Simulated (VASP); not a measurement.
Method: r2SCAN meta-GGA, VASP's PBE PAW potentials (set 64) (plane waves; VASP).

Input for VASP

File POSCAR:
```
Te
1.0
  5.2884132090   0.0000000000   0.0000000000
  0.0000000000   8.4409107481   0.0000000000
  0.0000000000   0.0000000000   3.0893123401
Te
4
Cart
  4.2558308417   0.9266514810   0.7220788409
  1.0325823673   7.5142592671   0.7220788409
  1.6116242372   3.2938038930   2.3672334992
  3.6767889718   5.1471068551   2.3672334992
```

### KPOINTS
```
Automatic mesh
0
Gamma
5 4 9
0 0 0
```

**INCAR**
```
# general
SYSTEM   =  Te
PREC     =  Accurate
ENCUT    =  400   # plane-wave cut-off (eV)
LREAL    =  .False.
LASPH    =  .True.

# electronic loop
EDIFF    =  1E-6   # SCF stop (eV)
NELM     =  100
ALGO     =  Normal   # blocked Davidson
LMAXMIX  =  4   # l cut-off of mixed one-centre charges
LMIXTAU  =  .True.

# smearing
ISMEAR   =  1   # Methfessel-Paxton
SIGMA    =  0.1   # width (eV)

# functional
METAGGA  =  R2SCAN

# ions
IBRION   =  2   # conjugate gradients
NSW      =  60   # most ionic steps
ISIF     =  3
EDIFFG   =  -0.02   # ionic stop

# output
LWAVE    =  .False.
LCHARG   =  .False.
```

POTCAR, in this order: Te (PBE.64 set). Program: vasp_std.

Unless said otherwise, spin-orbit coupling is left out, though it shifts the bands of the heavy elements here.

Q: Estimate the energy per atom (σ→0), volume per atom, band gap (on the k-mesh).

A: 
```
Quantity                                                    Result
------------------------  ----------------------------------------
energy per atom (σ→0)                              -25.286 eV/atom
band gap (on the k-mesh)  none (metal, semimetal or under 0.01 eV)
volume per atom                                      34.52 Å³/atom
```

### OSZICAR
```
...
       N       E                     dE             d eps       ncg     rms          rms(c)
DAV:   1    -0.101143611366E+03   -0.13731E-03   -0.59720E-03  1440   0.414E-01    0.837E-02
DAV:   2    -0.101143593163E+03    0.18203E-04   -0.26104E-04  1520   0.986E-02    0.342E-02
DAV:   3    -0.101143578943E+03    0.14220E-04   -0.31298E-05  1656   0.363E-02    0.160E-02
DAV:   4    -0.101143574373E+03    0.45701E-05   -0.11421E-05  1488   0.204E-02    0.973E-03
DAV:   5    -0.101143572302E+03    0.20703E-05   -0.27113E-06  1072   0.150E-02    0.371E-03
DAV:   6    -0.101143572752E+03   -0.44930E-06   -0.26523E-06   872   0.139E-02
   2 F= -.10114357E+03 E0= -.10114263E+03  d E =-.978828E-04
```

The structure comes from a computed database's Te entry (P2_12_12); how it stands against other phases isn't given here. This run relaxes it. Symmetry was kept, so distortions that lower it aren't found. The start is the result of an earlier pass.
